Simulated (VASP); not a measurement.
# SiC: energy against strain

SiC (wurtzite, P6_3mc, 10.160 Å³/atom and stress up to 0.23 GPa in the relaxed cell, c along z) under an equal strain ε along x and y, with z held. LDA in VASP (plane waves, PAW), 600 eV, 12×12×6 Γ-centred mesh, Gaussian smearing 0.05 eV; ions are relaxed, or left where forces stay under 0.02 eV/Å, within the symmetry of each cell.

Here s stands for strain and y for E less E0.

```csv
strain (%),E less E0 (meV/atom)
-3.00,?
-1.50,9.36
-1.00,4.11
-0.50,1.01
0.00,0.00
0.50,1.00
1.00,3.94
1.50,8.75
```

The 7 complete rows are fitted with a parabola, y against s. Least squares gives y = 0.000 - 0.1557·s + 4.0248·s². Residuals (row less fit): 0.071, -0.071, -0.074, 0.000, 0.072, 0.071, -0.072; standard error 0.088 (degrees of freedom: 4). Twice the quadratic coefficient over the volume, 2 × 4.0248 meV × 10⁴ × 0.1602 / 10.160 Å³, is the elastic constants 2(C11 + C12) = 1269 ± 12 GPa (± standard error of the fit, which holds the terms cut off).

Problem. What does the fit predict for y at s = -3.00, and how far is the calculated value from it?

Solution. y = 0.000 - 0.1557 × (-3.0) + 4.0248 × (-3.0)² = 36.690 meV/atom. The calculation gives 38.73 meV/atom, 2.040 meV/atom above the prediction (5.3 % of the range of y in the table). The row lies outside the fitted rows, so this is an extrapolation. From the scatter of the fitted rows alone, a prediction at this place has a standard error of 0.336 meV/atom, so the miss is 6.1 times that.

A polynomial of degree 3 through the 12 other runs of the series gives 38.70 there, so most of the miss is curvature that the fit leaves out. SiC is here the rare 2H polytype. Rows are the converged runs of the series near zero and its far end; series whose fitted rows scatter by over a few per cent of the range, as at a crossing or softening among them, aren't shown in this form, nor equations of state whose B0' disagrees with the runs' pressures. Most that stay on the fit to the last digits aren't either.
